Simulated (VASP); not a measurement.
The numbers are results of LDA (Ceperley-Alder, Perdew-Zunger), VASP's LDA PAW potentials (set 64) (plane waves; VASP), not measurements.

A VASP calculation is set up with these files.

INCAR:
```
SYSTEM = TePb
PREC = Accurate
ENCUT = 400
EDIFF = 1E-6
NELM = 100
ALGO = Normal
LREAL = .FALSE.
LASPH = .TRUE.
ISMEAR = 0
SIGMA = 0.05
LMAXMIX = 4
LWAVE = .FALSE.
LCHARG = .FALSE.
IBRION = 2
ISIF = 3
NSW = 60
EDIFFG = -0.01
```

File KPOINTS:
```
K-points
0
gamma
  6 6 6
0 0 0
```

File POSCAR:
```
TePb
1
    0.0000000000     3.2708950000     3.2708950000
    3.2708950000     0.0000000000     3.2708950000
    3.2708950000     3.2708950000     0.0000000000
Te Pb
1 1
Direct
  0.0000000000   0.0000000000   0.0000000000
  0.5000000000   0.5000000000   0.5000000000
```

POTCAR, in this order: Te Pb_d (LDA.64 set). Program: vasp_std.

The run wrote:

File OSZICAR:
```
       N       E                     dE             d eps       ncg     rms          rms(c)
DAV:   1     0.134832764417E+03    0.13483E+03   -0.79850E+03   448   0.113E+03
DAV:   2     0.681751049290E+00   -0.13415E+03   -0.13202E+03   496   0.307E+02
DAV:   3    -0.866301511199E+01   -0.93448E+01   -0.92782E+01   580   0.868E+01
DAV:   4    -0.886326044767E+01   -0.20025E+00   -0.20021E+00   532   0.167E+01
DAV:   5    -0.887176571592E+01   -0.85053E-02   -0.85052E-02   616   0.297E+00    0.313E+00
DAV:   6    -0.873570771120E+01    0.13606E+00   -0.32777E-01   592   0.455E+00    0.194E+00
DAV:   7    -0.872785601065E+01    0.78517E-02   -0.76657E-02   558   0.156E+00    0.876E-01
DAV:   8    -0.872721399603E+01    0.64201E-03   -0.83818E-03   532   0.103E+00    0.117E-01
DAV:   9    -0.872708515685E+01    0.12884E-03   -0.12784E-03   650   0.350E-01    0.354E-02
DAV:  10    -0.872708233624E+01    0.28206E-05   -0.84652E-05   486   0.795E-02    0.240E-02
DAV:  11    -0.872708382058E+01   -0.14843E-05   -0.16787E-05   616   0.275E-02    0.729E-03
DAV:  12    -0.872708384535E+01   -0.24771E-07   -0.91082E-07   272   0.979E-03
   1 F= -.87270838E+01 E0= -.87270838E+01  d E =-.872708E+01
       N       E                     dE             d eps       ncg     rms          rms(c)
DAV:   1    -0.106154966181E+02   -0.18884E+01   -0.52978E+01   556   0.118E+02    0.754E+00
DAV:   2    -0.900109205365E+01    0.16144E+01   -0.37057E+00   550   0.397E+01    0.253E+00
DAV:   3    -0.876778754206E+01    0.23330E+00   -0.97855E-01   562   0.169E+01    0.477E-01
DAV:   4    -0.876908286390E+01   -0.12953E-02   -0.19710E-02   456   0.116E+00    0.403E-01
DAV:   5    -0.876979497822E+01   -0.71211E-03   -0.27674E-03   566   0.568E-01    0.147E-01
DAV:   6    -0.876983305488E+01   -0.38077E-04   -0.26438E-04   576   0.184E-01    0.205E-02
DAV:   7    -0.876983052977E+01    0.25251E-05   -0.22036E-05   472   0.392E-02    0.913E-03
DAV:   8    -0.876983039121E+01    0.13855E-06   -0.13356E-06   388   0.870E-03
   2 F= -.87698304E+01 E0= -.87698304E+01  d E =-.427465E-01
       N       E                     dE             d eps       ncg     rms          rms(c)
DAV:   1    -0.889706149637E+01   -0.12723E+00   -0.39497E+00   556   0.374E+01    0.186E+00
DAV:   2    -0.879454621224E+01    0.10252E+00   -0.21286E-01   550   0.859E+00    0.677E-01
DAV:   3    -0.877657600368E+01    0.17970E-01   -0.77520E-02   556   0.477E+00    0.135E-01
DAV:   4    -0.877660449773E+01   -0.28494E-04   -0.12652E-03   448   0.379E-01    0.109E-01
DAV:   5    -0.877659631727E+01    0.81805E-05   -0.31290E-04   546   0.193E-01    0.317E-02
DAV:   6    -0.877658933180E+01    0.69855E-05   -0.31688E-05   574   0.102E-01    0.854E-03
DAV:   7    -0.877658900694E+01    0.32486E-06   -0.15206E-06   392   0.135E-02
   3 F= -.87765890E+01 E0= -.87765890E+01  d E =-.495052E-01
```

### OUTCAR
```
------------------------ aborting loop because EDIFF is reached ----------------------------------------
  FORCE on cell =-STRESS in cart. coord.  units (eV):
  Direction    XX          YY          ZZ          XY          YZ          ZX
  --------------------------------------------------------------------------------------
  Total       -0.0054308     -0.0054308     -0.0054308     -0.0000000      0.0000000      0.0000000
  in kB       -0.1336412     -0.1336412     -0.1336412     -0.0000000      0.0000000      0.0000000
  external PRESSURE =      -0.1336412 kB  Pullay stress =       0.0000000 kB
  volume of cell :       65.11
      direct lattice vectors                 reciprocal lattice vectors
     0.000000000  3.193021803  3.193021803    -0.156591477  0.156591477  0.156591477
     3.193021803  0.000000000  3.193021803     0.156591477 -0.156591477  0.156591477
     3.193021803  3.193021803  0.000000000     0.156591477  0.156591477 -0.156591477
  FREE ENERGIE OF THE ION-ELECTRON SYSTEM (eV)
  ---------------------------------------------------
  free  energy   TOTEN  =        -8.7765890069 eV

  energy  without entropy=       -8.7765890069  energy(sigma->0) =       -8.77658901

 reached required accuracy - stopping structural energy minimisation
```
(Selected blocks of OUTCAR.)

File CONTCAR:
```
TePb
   1.00000000000000
     0.0000000000000000    3.1930218030839450    3.1930218030839450
     3.1930218030839450    0.0000000000000000    3.1930218030839450
     3.1930218030839450    3.1930218030839450    0.0000000000000000
  Te              Pb
     1     1
Direct
     0.0000000000000000    0.0000000000000000    0.0000000000000000
     0.5000000000000000    0.5000000000000000    0.5000000000000000
```

Energy and stress use the plane-wave basis of the starting cell.

The structure comes from a computed database's TePb entry (Fm-3m); how it stands against other phases isn't given here. This run relaxes it. Symmetry was kept, so distortions that lower it aren't found.
